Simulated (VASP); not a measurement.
All values below come from PBE GGA with D4 dispersion, VASP's PBE PAW potentials (set 64) (plane waves; VASP 6.6.1).

VASP ran on this input.

POSCAR:
```
SrVO3
1
    3.8780222748     0.0000000000     0.0000000000
    0.0000000000     3.8780222748     0.0000000000
    0.0000000000     0.0000000000     3.8780222748
Sr V O
1 1 3
Direct
  0.0000000000   0.0000000000   0.0000000000
  0.5000000000   0.5000000000   0.5000000000
  0.5000000000   0.0000000000   0.5000000000
  0.0000000000   0.5000000000   0.5000000000
  0.5000000000   0.5000000000   0.0000000000
```

### KPOINTS
```
K-points
0
Gamma
 8 8 8
0 0 0
```

### INCAR
```
SYSTEM = SrVO3
PREC = Accurate
ENCUT = 520
EDIFF = 1E-7
NELM = 100
ALGO = Normal
LREAL = .FALSE.
LASPH = .TRUE.
ISMEAR = 1
SIGMA = 0.1
GGA = PE
IVDW = 13
LMAXMIX = 4
LWAVE = .FALSE.
LCHARG = .FALSE.
ISIF = 2
```

POTCAR, in this order: Sr_sv V_sv O (PBE.64 set). Program: vasp_std.

**Question.** Predict the energy per atom (σ→0), dispersion energy, pressure, band gap (on the k-mesh).

**Answer.** 
```
Item                                                        Result
------------------------  ----------------------------------------
energy per atom (σ→0)                               -8.058 eV/atom
dispersion energy                                        -1.019 eV
band gap (on the k-mesh)  none (metal, semimetal or under 0.01 eV)
pressure                                                 -4.91 GPa
```

**OSZICAR**
```
...
DAV:  11    -0.392732716953E+02    0.86111E-02   -0.79353E-02  1840   0.238E+00    0.365E-01
DAV:  12    -0.392725782133E+02    0.69348E-03   -0.53266E-03  2016   0.673E-01    0.870E-02
DAV:  13    -0.392725770506E+02    0.11627E-05   -0.30168E-04  2256   0.122E-01    0.406E-02
DAV:  14    -0.392725606442E+02    0.16406E-04   -0.18789E-04  1912   0.860E-02    0.199E-02
DAV:  15    -0.392725603071E+02    0.33713E-06   -0.28425E-05  1960   0.503E-02    0.957E-03
DAV:  16    -0.392725600099E+02    0.29717E-06   -0.27268E-06  1920   0.154E-02    0.281E-03
DAV:  17    -0.392725600170E+02   -0.71268E-08   -0.23861E-07  1496   0.346E-03
   1 F= -.40291979E+02 E0= -.40291189E+02  d E =-.237110E-02
```

The compound is SrVO3 in the cubic perovskite structure. This cell is one point of a volume scan, at 1.03 of the reference volume. The run is not spin-polarised, so no magnetic state was tried. The electron count is odd and the run is not spin-polarised, which forces a metal.
